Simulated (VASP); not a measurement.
Input:

```
GaAs
1.0
    0.00000     2.66035     2.66035
    2.66035     0.00000     2.66035
    2.66035     2.66035     0.00000
Ga As
1 1
Direct
  0.00000   0.00000   0.00000
  0.25000   0.25000   0.25000
```

Method: PBEsol GGA, VASP's PBE PAW potentials (set 64) (plane waves; VASP). Settings: 500 eV cut-off, 9×9×9 Γ-centred mesh, Gaussian smearing of 0.050 eV, potentials Ga_d As.

### Question
What does the run give for the energy per atom (σ→0), pressure?

### Answer

```yaml
energy per atom (σ→0): -4.342 eV/atom
pressure: 19.90 GPa
```

The absolute energy has meaning only against runs of the same code, potentials and settings.

The structure was generated: GaAs was put into the zinc blende type (F-43m), which need not be its known phase. It was relaxed first under an external pressure of 20 GPa.
